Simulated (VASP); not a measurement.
Level of theory: vdW-DF-cx, VASP's PBE PAW potentials (set 64) (plane waves; VASP).

Input for VASP

### KPOINTS
```
Automatic mesh
0
Gamma
16 16 8
0 0 0
```

POSCAR:
```
Cd
1
    1.4907422956    -2.5820416940    -0.0000000000
    1.4907422956     2.5820416940     0.0000000000
    0.0000000000     0.0000000000     5.5052118944
Cd
2
Direct
  0.3333330000   0.6666670000   0.2500000000
  0.6666670000   0.3333330000   0.7500000000
```

INCAR:
```
# general
SYSTEM   = Cd
PREC     = Accurate
ENCUT    = 520
LREAL    = .False.
LASPH    = .True.

# electronic loop
EDIFF    = 1E-7
NELM     = 100
ALGO     = Normal
LMAXMIX  = 4

# smearing
ISMEAR   = -5

# functional
GGA      = CX
LUSE_VDW = .True.
AGGAC    = 0.0

# ions
ISIF     = 2

# output
LWAVE    = .False.
LCHARG   = .True.
LORBIT   = 11
NEDOS    = 601
```

POTCAR, in this order: Cd (PBE.64 set). Program: vasp_std.

Output

### OUTCAR
```
 ion  position               nearest neighbor table
   1  0.333  0.667  0.250-   2 3.25   2 3.25   2 3.25   2 3.25   2 3.25   2 3.25
   2  0.667  0.333  0.750-   1 3.25   1 3.25   1 3.25   1 3.25   1 3.25   1 3.25
  LATTYP: Found a hexagonal cell.
 ALAT       =     2.9814848484
 C/A-ratio  =     1.8464665005
 Subroutine PRICEL returns:
 Original cell was already a primitive cell.
 Subroutine GETGRP returns: Found 24 space group operations
The static configuration has the point symmetry D_3d.
 The point group associated with its full space group is D_6h.
The dynamic configuration has the point symmetry D_3d.
 Subroutine INISYM returns: Found 24 space group operations
 Subroutine IBZKPT returns following result:
 Found    150 irreducible k-points:

 Following reciprocal coordinates:
            Coordinates               Weight
  0.000000  0.000000  0.000000      1.000000
  0.062500  0.000000  0.000000      6.000000
  0.125000  0.000000  0.000000      6.000000
  0.187500  0.000000  0.000000      6.000000
  0.250000  0.000000  0.000000      6.000000
  0.312500  0.000000  0.000000      6.000000
  0.375000  0.000000  0.000000      6.000000
  0.437500  0.000000  0.000000      6.000000
  0.500000  0.000000  0.000000      3.000000
  0.062500  0.062500  0.000000      6.000000
  0.125000  0.062500  0.000000     12.000000
  0.187500  0.062500  0.000000     12.000000
  0.250000  0.062500  0.000000     12.000000
  0.312500  0.062500  0.000000     12.000000
  0.375000  0.062500  0.000000     12.000000
  0.437500  0.062500  0.000000     12.000000
  0.125000  0.125000  0.000000      6.000000
  0.187500  0.125000  0.000000     12.000000
  0.250000  0.125000  0.000000     12.000000
  0.312500  0.125000  0.000000     12.000000
  0.375000  0.125000  0.000000     12.000000
  0.437500  0.125000  0.000000      6.000000
  0.187500  0.187500  0.000000      6.000000
  0.250000  0.187500  0.000000     12.000000
  0.312500  0.187500  0.000000     12.000000
  0.375000  0.187500  0.000000     12.000000
  0.250000  0.250000  0.000000      6.000000
  0.312500  0.250000  0.000000     12.000000
  0.375000  0.250000  0.000000      6.000000
  0.312500  0.312500  0.000000      6.000000
  0.000000  0.000000  0.125000      2.000000
  0.062500  0.000000  0.125000     12.000000
  0.125000  0.000000  0.125000     12.000000
  0.187500  0.000000  0.125000     12.000000
  0.250000  0.000000  0.125000     12.000000
  0.312500  0.000000  0.125000     12.000000
  0.375000  0.000000  0.125000     12.000000
  0.437500  0.000000  0.125000     12.000000
  0.500000  0.000000  0.125000      6.000000
  0.062500  0.062500  0.125000     12.000000
   k-points           NKPTS =    150   k-points in BZ     NKDIM =    150   number of bands    NBANDS=     16
   number of dos      NEDOS =    601   number of ions     NIONS =      2
   total plane-waves  NPLWV =  24192
   dimension x,y,z NGX =    24 NGY =   24 NGZ =   42
   dimension x,y,z NGXF=    48 NGYF=   48 NGZF=   84
   ions per type =               2
   PREC   = accura    normal or accurate (medium, high low for compatibility)
   ISTART =      0    job   : 0-new  1-cont  2-samecut
   ICHARG =      2    charge: 1-file 2-atom 10-const
   ISPIN  =      1    spin polarized calculation?
   LNONCOLLINEAR =      F non collinear calculations
   LSORBIT =      F    spin-orbit coupling
   INIWAV =      1    electr: 0-lowe 1-rand  2-diag
   ENCUT  =  520.0 eV  38.22 Ry    6.18 a.u.   5.54  5.54 10.24*2*pi/ulx,y,z
   NELM   =    100;   NELMIN=  2; NELMDL= -5     # of ELM steps
   EDIFF  = 0.1E-06   stopping-criterion for ELM
   LREAL  =      F    real-space projection
...
```

OSZICAR:
```
       N       E                     dE             d eps       ncg     rms          rms(c)
DAV:   1     0.172891777184E+03    0.17289E+03   -0.13401E+04  4800   0.151E+03
DAV:   2     0.777960534022E+01   -0.16511E+03   -0.16208E+03  4888   0.375E+02
DAV:   3     0.447721251094E+01   -0.33024E+01   -0.32990E+01  5936   0.633E+01
DAV:   4     0.447330567559E+01   -0.39068E-02   -0.39103E-02  5608   0.190E+00
DAV:   5     0.447329479352E+01   -0.10882E-04   -0.10895E-04  5992   0.945E-02    0.460E+00
DAV:   6     0.461325634303E+01    0.13996E+00   -0.39800E-01  5080   0.835E+00    0.364E+00
DAV:   7     0.462219777619E+01    0.89414E-02   -0.35047E-02  5496   0.192E+00    0.186E+00
DAV:   8     0.462282002288E+01    0.62225E-03   -0.36736E-03  5176   0.860E-01    0.993E-02
DAV:   9     0.462279052526E+01   -0.29498E-04   -0.28302E-05  6240   0.648E-02    0.405E-02
DAV:  10     0.462275172507E+01   -0.38800E-04   -0.38085E-05  5248   0.646E-02    0.378E-03
DAV:  11     0.462275155407E+01   -0.17101E-06   -0.62576E-08  4904   0.264E-03    0.169E-03
DAV:  12     0.462275136263E+01   -0.19144E-06   -0.31497E-08  3288   0.150E-03    0.589E-04
DAV:  13     0.462275134943E+01   -0.13204E-07   -0.78548E-10  2888   0.311E-04
   1 F= 0.46227513E+01 E0= 0.46227513E+01  d E =0.000000E+00
```

**OUTCAR**
```
------------------------ aborting loop because EDIFF is reached ----------------------------------------
  FORCE on cell =-STRESS in cart. coord.  units (eV):
  Direction    XX          YY          ZZ          XY          YZ          ZX
  --------------------------------------------------------------------------------------
  Total        0.0457328      0.0457328     -0.0621348     -0.0000000      0.0000000     -0.0000000
  in kB        1.7288948      1.7288952     -2.3489588     -0.0000000      0.0000000     -0.0000000
  external PRESSURE =       0.3696104 kB  Pullay stress =       0.0000000 kB
  volume of cell :       42.38
      direct lattice vectors                 reciprocal lattice vectors
     1.490742296 -2.582041694  0.000000000     0.335403377 -0.193645208  0.000000000
     1.490742296  2.582041694  0.000000000     0.335403377  0.193645208  0.000000000
     0.000000000  0.000000000  5.505211894     0.000000000  0.000000000  0.181646051
 POSITION                                       TOTAL-FORCE (eV/Angst)
 -----------------------------------------------------------------------------------
      1.49074      0.86068      1.37630         0.000000      0.000000      0.000000
      1.49074     -0.86068      4.12891        -0.000000     -0.000000      0.000000
 -----------------------------------------------------------------------------------
    total drift:                                0.000014      0.000192      0.000002
  FREE ENERGIE OF THE ION-ELECTRON SYSTEM (eV)
  ---------------------------------------------------
  free  energy   TOTEN  =         4.6227513494 eV

  energy  without entropy=        4.6227513494  energy(sigma->0) =        4.62275135

 total charge

# of ion       s       p       d       tot
------------------------------------------
    1        0.530   0.318   9.481  10.328
    2        0.530   0.318   9.481  10.328
--------------------------------------------------
tot          1.060   0.635  18.962  20.657
```
(Selected blocks of OUTCAR.)

For a metal the tetrahedron method with Blöchl corrections gives inexact stress and forces.

The compound is Cd in the hcp structure. It was relaxed first.
